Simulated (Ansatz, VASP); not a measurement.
# Cross-check of Ta (Cs/Ta(110)) between VASP and Ansatz, part 2 of 2

One calculation is typed for both programs; each brings its own data sets. How far apart do they land? The cell is taken from a series of runs on this material, whose earlier steps may have relaxed, scaled, displaced or heated it; both programs get it as it stands.

VASP 6.6.1 and Ansatz 0.2.0.

So far: Starting point; Ansatz: single point, PBE.

## (3) VASP: single point, PBE

Level of this step: PBE; plane waves and PAW (Ta_pv) (VASP).

The same cell, functional, mesh and smearing now go to VASP, with its own data sets.

Lines of VASP's logs that name or quote its potential files are left out, and so is its time.

Input file INCAR:

```
SYSTEM = Ta
PREC = Accurate
ENCUT = 400
EDIFF = 1E-06
NELM = 120
ISMEAR = -1
SIGMA = 0.1
LREAL = .FALSE.
ALGO = Normal
GGA = PE
NBANDS = 109
LASPH = .TRUE.
LORBIT = 11
LWAVE = .FALSE.
LCHARG = .FALSE.
ISIF = 2
LDIPOL = .TRUE.
IDIPOL = 3
DIPOL = 0.5 0.5 0.432
LVHAR = .TRUE.
GGA_COMPAT = .FALSE.
NELMDL = -8
KPAR = 4
```

Input file POSCAR:

```
Ta
1.0
    4.6810468914     -3.3100000000      0.0000000000
    4.6810468914      3.3100000000      0.0000000000
    0.0000000000      0.0000000000     28.9545483541
Ta
16
Direct
    0.0000000000      0.0000000000      0.3108319940
    0.2500000000      0.2500000000      0.3916663907
    0.0000000000      0.0000000000      0.4723955467
    0.2498283142      0.2498283142      0.5516065650
    0.0000000000      0.5000000000      0.3108319940
    0.2500000000      0.7500000000      0.3916663907
    0.0000000000      0.5000000000      0.4726769475
    0.2493866095      0.7506133905      0.5506951236
    0.5000000000      0.0000000000      0.3108319940
    0.7500000000      0.2500000000      0.3916663907
    0.5000000000      0.0000000000      0.4726769475
    0.7506133905      0.2493866095      0.5506951236
    0.5000000000      0.5000000000      0.3108319940
    0.7500000000      0.7500000000      0.3916663907
    0.5000000000      0.5000000000      0.4723671341
    0.7501716858      0.7501716858      0.5516065650
```

Input file KPOINTS:

```
Automatic mesh
0
Gamma
6 6 1
0 0 0
```

The projector-augmented-wave data sets are Ta_pv (PBE family, release 64).

The run is started by

```sh
mpirun -np 4 vasp_std
```

Numbers of over 12 decimals in the logs are rounded to 6 here.

The log of the run:

```text
[banner, memory and clock lines left out]
running    4 mpi-ranks, on    1 nodes
 distrk:  each k-point on    1 cores,    4 groups
 distr:  one band on    1 cores,    1 groups

 POSCAR found type information on POSCAR Ta
 POSCAR found :  1 types and      16 ions
 LDA part: xc-table for (Slater+PW92), standard interpolation
 POSCAR, INCAR and KPOINTS ok, starting setup
 FFT: planning ... GRIDC
 FFT: planning ... GRID_SOFT
 FFT: planning ... GRID
 WAVECAR not read
 entering main loop
       N       E                     dE             d eps       ncg     rms          rms(c)
DAV:   1     0.131037889330E+04    0.13104E+04   -0.88709E+04  3666   0.114E+03
DAV:   2    -0.122586346566E+03   -0.14330E+04   -0.13999E+04  3350   0.341E+02
DAV:   3    -0.190810517178E+03   -0.68224E+02   -0.64697E+02  3372   0.641E+01
DAV:   4    -0.195052488636E+03   -0.42420E+01   -0.41438E+01  3860   0.126E+01
DAV:   5    -0.195198844044E+03   -0.14636E+00   -0.14544E+00  3772   0.222E+00
DAV:   6    -0.195207167132E+03   -0.83231E-02   -0.82993E-02  3940   0.434E-01
DAV:   7    -0.195207537624E+03   -0.37049E-03   -0.36992E-03  3820   0.831E-02
DAV:   8    -0.195207564504E+03   -0.26880E-04   -0.26854E-04  3268   0.175E-02    0.510E+01
DAV:   9    -0.207488084551E+03   -0.12281E+02   -0.14372E+02  3699   0.437E+01    0.288E+01
DAV:  10    -0.238862267153E+03   -0.31374E+02   -0.45297E+02  4004   0.435E+01    0.315E+01
DAV:  11    -0.318621834269E+03   -0.79760E+02   -0.11011E+03  4197   0.493E+01    0.392E+01
DAV:  12    -0.186035402522E+03    0.13259E+03   -0.24565E+02  3919   0.321E+01    0.163E+01
DAV:  13    -0.182686362696E+03    0.33490E+01   -0.87244E+01  3844   0.150E+01    0.849E+00
DAV:  14    -0.180837620126E+03    0.18487E+01   -0.24503E+01  3791   0.953E+00    0.501E+00
[...]
DAV:  30    -0.180160532985E+03   -0.77829E-04   -0.55357E-06  2375   0.710E-03    0.581E-03
DAV:  31    -0.180160595182E+03   -0.62196E-04   -0.60492E-06  2415   0.824E-03    0.324E-03
DAV:  32    -0.180160621553E+03   -0.26372E-04   -0.14247E-06  2204   0.431E-03    0.296E-03
DAV:  33    -0.180160639104E+03   -0.17551E-04   -0.79621E-07  2063   0.273E-03    0.210E-03
DAV:  34    -0.180160643288E+03   -0.41836E-05   -0.11852E-07  1836   0.131E-03    0.166E-03
DAV:  35    -0.180160647159E+03   -0.38713E-05   -0.16313E-07  1842   0.152E-03    0.786E-04
DAV:  36    -0.180160648749E+03   -0.15896E-05   -0.91222E-08  1743   0.861E-04    0.327E-04
DAV:  37    -0.180160649341E+03   -0.59223E-06   -0.38835E-08  1685   0.442E-04
   1 F= -.18016065E+03 E0= -.17977972E+03  d E =-.761854E+00
```

Parts of OUTCAR (step 3):

```text
ion  position               nearest neighbor table
   1  0.000  0.000  0.311-   5 2.87   9 2.87   5 2.87   9 2.87   6 2.87  10 2.87  13 3.31  13 3.31
                             2 3.31  14 3.31
   2  0.250  0.250  0.392-   6 2.87  10 2.87   6 2.87  10 2.87   9 2.87   5 2.87   7 2.87  11 2.87
                            15 3.31   3 3.31  14 3.31  14 3.31  13 3.31   1 3.31
   3  0.000  0.000  0.472-   8 2.80  12 2.80  10 2.86   6 2.86  11 2.87   7 2.87   7 2.87  11 2.87
                             4 3.28  16 3.28  14 3.31   2 3.31  15 3.31  15 3.31
   4  0.250  0.250  0.552-   7 2.82  11 2.82   8 2.86  12 2.86  12 2.87   8 2.87   3 3.28  15 3.28
                            16 3.31  16 3.31
   5  0.000  0.500  0.311-   1 2.87  13 2.87   1 2.87  13 2.87   2 2.87  14 2.87   9 3.31   9 3.31
                             6 3.31  10 3.31
   6  0.250  0.750  0.392-  15 2.86   3 2.86  14 2.87   2 2.87   2 2.87  14 2.87   1 2.87  13 2.87
                            10 3.31  10 3.31   9 3.31   5 3.31  11 3.31   7 3.31
   7  0.000  0.500  0.473-   4 2.82  16 2.82   3 2.87   3 2.87  15 2.87  15 2.87   2 2.87  14 2.87
                            12 3.25   8 3.25  11 3.31  11 3.31   6 3.31  10 3.31
   8  0.249  0.751  0.551-   3 2.80  15 2.81   4 2.86  16 2.86  16 2.87   4 2.87  11 3.25   7 3.25
                            12 3.30  12 3.32
   9  0.500  0.000  0.311-   1 2.87  13 2.87  13 2.87   1 2.87   2 2.87  14 2.87   5 3.31   5 3.31
                             6 3.31  10 3.31
  10  0.750  0.250  0.392-  15 2.86   3 2.86  14 2.87   2 2.87  14 2.87   2 2.87   1 2.87  13 2.87
                             6 3.31   6 3.31   9 3.31   5 3.31  11 3.31   7 3.31
  11  0.500  0.000  0.473-   4 2.82  16 2.82   3 2.87   3 2.87  15 2.87  15 2.87   2 2.87  14 2.87
                            12 3.25   8 3.25   7 3.31   7 3.31   6 3.31  10 3.31
  12  0.751  0.249  0.551-   3 2.80  15 2.81   4 2.86  16 2.86  16 2.87   4 2.87  11 3.25   7 3.25
                             8 3.30   8 3.32
  13  0.500  0.500  0.311-   5 2.87   9 2.87   9 2.87   5 2.87   6 2.87  10 2.87   1 3.31   1 3.31
                             2 3.31  14 3.31
  14  0.750  0.750  0.392-   6 2.87  10 2.87  10 2.87   6 2.87   9 2.87   5 2.87   7 2.87  11 2.87
                            15 3.31   3 3.31   2 3.31   2 3.31  13 3.31   1 3.31
  15  0.500  0.500  0.472-   8 2.81  12 2.81  10 2.86   6 2.86  11 2.87   7 2.87  11 2.87   7 2.87
                             4 3.28  16 3.28  14 3.31   2 3.31   3 3.31   3 3.31
  16  0.750  0.750  0.552-   7 2.82  11 2.82   8 2.86  12 2.86  12 2.87   8 2.87   3 3.28  15 3.28
                             4 3.31   4 3.31

  LATTYP: Found a base centered orthorhombic cell.
 ALAT       =     6.6200000000
 B/A-ratio  =     1.4142135624
 C/A-ratio  =     4.3737988450

 Subroutine GETGRP returns: Found  4 space group operations
 (whereof  4 operations were pure point group operations)

The static configuration has the point symmetry C_2v.

 Found     13 irreducible k-points:

   k-points           NKPTS =     13   k-points in BZ     NKDIM =     13   number of bands    NBANDS=    109

   dimension x,y,z NGX =    40 NGY =   40 NGZ =  192
   dimension x,y,z NGXF=    80 NGYF=   80 NGZF=  384

   ENCUT  =  400.0 eV  29.40 Ry    5.42 a.u.   9.35  9.35 47.22*2*pi/ulx,y,z

   NELECT =     176.0000    total number of electrons

 k-points in reciprocal lattice and weights: Automatic mesh
   0.00000000  0.00000000  0.00000000       0.028
   0.16666667  0.00000000  0.00000000       0.111
   0.33333333 -0.00000000  0.00000000       0.111
   0.50000000  0.00000000  0.00000000       0.056
   0.16666667  0.16666667  0.00000000       0.056
   0.33333333  0.16666667  0.00000000       0.111
   0.50000000  0.16666667  0.00000000       0.111
  -0.33333333  0.16666667  0.00000000       0.111
  -0.16666667  0.16666667  0.00000000       0.056
   0.33333333  0.33333333  0.00000000       0.056
   0.50000000  0.33333333  0.00000000       0.111
  -0.33333333  0.33333333  0.00000000       0.056
   0.50000000  0.50000000  0.00000000       0.028

 dipolmoment           0.000000      0.000000     -0.005872 electrons x Angstroem

 average (electrostatic) potential at core
       1 -43.7856       2 -43.3675       3 -43.3043       4 -43.7504       5 -43.7850
       6 -43.3610       7 -43.3296       8 -43.7261       9 -43.7850      10 -43.3610
      11 -43.3296      12 -43.7261      13 -43.7855      14 -43.3675      15 -43.3110
      16 -43.7504

 E-fermi :  -1.3310

 k-point     1 :       0.0000    0.0000    0.0000
  band No.  band energies     occupation
    ...
     81      -1.5300      1.75946
     82      -1.4543      1.54846
     83      -1.4524      1.54203
     84      -1.4497      1.53243
     85      -1.4464      1.52047
     86      -1.1766      0.35178
     87      -0.9859      0.06147
     88      -0.9310      0.03595
     89      -0.7899      0.00889
     90      -0.2853      0.00006
    ...

 k-point     2 :       0.1667    0.0000    0.0000
  band No.  band energies     occupation
    ...
     82      -1.6600      1.92817
     83      -1.5304      1.76037
     84      -1.5203      1.73823
     85      -1.4104      1.37711
     86      -1.3753      1.21792
     87      -1.2025      0.43351
     88      -0.9947      0.06692
     89      -0.7099      0.00401
     90      -0.6998      0.00362
     91      -0.5956      0.00128
    ...

 k-point     3 :       0.3333   -0.0000    0.0000
  band No.  band energies     occupation
    ...
     87      -1.4970      1.68034
     88      -1.4758      1.61935
     89      -1.4311      1.46257
     90      -1.3772      1.22678
     91      -1.3081      0.88577
     92      -1.2096      0.45806
     93      -1.0678      0.13416
     94      -0.5250      0.00063
     95      -0.3994      0.00018
     96      -0.3169      0.00008
    ...

  Total      -12.0803448    -11.1879453     -5.3076313      0.0000000      0.0000000      0.0000000
  in kB      -21.5710922    -19.9775921     -9.4774948      0.0000000      0.0000000      0.0000000
  external PRESSURE =     -17.0087263 kB  Pullay stress =       0.0000000 kB

  energy-cutoff  :      400.00
  volume of cell :      897.26
      direct lattice vectors                 reciprocal lattice vectors
     4.681046891 -3.310000000  0.000000000     0.106813713 -0.151057402  0.000000000
     4.681046891  3.310000000  0.000000000     0.106813713  0.151057402  0.000000000
     0.000000000  0.000000000 28.954548354     0.000000000  0.000000000  0.034536888

 POSITION                                       TOTAL-FORCE (eV/Angst)
 -----------------------------------------------------------------------------------
      0.00000      0.00000      9.00000         0.000000      0.000000      0.429016
      2.34052      0.00000     11.34052         0.001795      0.000000     -0.421793
      0.00000      0.00000     13.67800         0.000000      0.000000      0.102599
      2.33892      0.00000     15.97152         0.023180      0.000000     -0.220868
      2.34052      1.65500      9.00000        -0.000000      0.000000      0.422194
      4.68105      1.65500     11.34052         0.000000     -0.000188     -0.429589
      2.34052      1.65500     13.68615        -0.000000      0.000000      0.136985
      4.68105      1.65906     15.94513         0.000000     -0.028153     -0.031072
      2.34052     -1.65500      9.00000         0.000000      0.000000      0.422194
      4.68105     -1.65500     11.34052         0.000000      0.000188     -0.429589
      2.34052     -1.65500     13.68615         0.000000      0.000000      0.136985
      4.68105     -1.65906     15.94513         0.000000      0.028153     -0.031072
      4.68105      0.00000      9.00000        -0.000000      0.000000      0.425582
      7.02157      0.00000     11.34052        -0.001795      0.000000     -0.421793
      4.68105      0.00000     13.67718         0.000000      0.000000      0.131088
      7.02318      0.00000     15.97152        -0.023180      0.000000     -0.220868
 -----------------------------------------------------------------------------------
    total drift:                               -0.000000      0.000000     -0.000511

  FREE ENERGIE OF THE ION-ELECTRON SYSTEM (eV)
  ---------------------------------------------------
  free  energy   TOTEN  =      -180.1606493410 eV

  energy  without entropy=     -179.3987956118  energy(sigma->0) =     -179.77972248

 vacuum level on the upper side and lower side of the slab         3.448         3.483

 total charge
# of ion       s       p       d       tot
------------------------------------------
    1        0.375   6.088   2.360   8.823
    2        0.368   6.177   2.357   8.902
    3        0.373   6.181   2.384   8.937
    4        0.379   6.090   2.379   8.848
    5        0.375   6.088   2.360   8.823
    6        0.368   6.177   2.360   8.905
    7        0.372   6.181   2.373   8.926
    8        0.380   6.094   2.383   8.856
    9        0.375   6.088   2.360   8.823
   10        0.368   6.177   2.360   8.905
   11        0.372   6.181   2.373   8.926
   12        0.380   6.094   2.383   8.856
   13        0.375   6.088   2.360   8.823
   14        0.368   6.177   2.357   8.902
   15        0.372   6.180   2.382   8.935
   16        0.379   6.090   2.379   8.848
--------------------------------------------------
tot          5.978  98.151  37.910 142.039

[... 3 further parts left out ...]
```

## (4) Differences

Known differences besides the potentials themselves: the data sets hold 208 valence electrons in Ansatz (on its default PAW (the set named soft_2) files) and 176 in VASP; the cutoff is 420 eV in Ansatz and 400 eV in VASP. Total energies have different zeros and are not compared.

The two programs side by side:

```
                                   quantity  Ansatz  VASP  difference
 work function, lower of the two faces (eV)    4.78  4.78        0.00
work function, higher of the two faces (eV)    4.82  4.81        0.00
```

With vacuum in the cell, a pressure given here is an average over mostly empty space and none of the material.

## (5) Summary of results

```json
{
  "difference in work function, lower of the two faces (single point, PBE)": "0.0024 eV"
}
```

What this shows: The difference in work function, lower of the two faces is 0.0024 eV (single point, PBE). The data sets hold unlike numbers of valence electrons (208 in Ansatz and 176 in VASP), so part of the differences comes from the potentials. How closely two codes agree says nothing of how well the functional describes the real material.

[Lines on the potential files, build, host, timing and source positions are cut from VASP's logs without a mark.]

[Logs are printed without paths, hosts, clocks, repeated set-up lines and the standing remarks that a program may print on its own settings, such as how far it seeks lower states.]

[Hosts, paths, dates, database ids (printed as entryN), source tags and the programs' standing remarks are cut or masked in the printed files.]
